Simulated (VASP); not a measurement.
A convergence study with VASP on Be2C (antifluorite): one setting is varied, all else stays as given below, so the limit is that of these other settings. Each run relaxes cell and ions from the cell shown.

```
Be2C
1.0
    0.00000     2.17000     2.17000
    2.17000     0.00000     2.17000
    2.17000     2.17000     0.00000
Be C
2 1
Direct
  0.25000   0.25000   0.25000
  0.75000   0.75000   0.75000
  0.00000   0.00000   0.00000
```

Computed with PBE GGA, VASP's PBE PAW potentials (set 64) (plane waves; VASP). The tightest run used: 700 eV cut-off, 13×13×13 Γ-centred mesh, Gaussian smearing of 0.050 eV, potentials Be C.

Gaps are read on the run's mesh, which can miss a band edge.

```csv
setting,relaxed volume (Å³/atom),E (eV/atom),gap on the mesh (eV),irreducible k-points
2×2×2 mesh,7.140,-4.9826,0.715,3
3×3×3 mesh,6.798,-5.6836,2.361,4
4×4×4 mesh,6.765,-5.7908,1.132,8
```

**Question.** These are the cheaper rows. Estimate the results at 13×13×13 mesh, and how far the last row shown lies from them.

**Answer.** 
```csv
quantity,tightest run,last row shown is off by
relaxed volume (Å³/atom),6.764,0.001
E (eV/atom),-5.8201,0.0294
gap on the mesh (eV),1.227,-0.095
```

Left out are rungs that failed or repeat a setting and relaxations that didn't move; long series are thinned to 24 rows.

The compound is Be2C in the antifluorite structure.
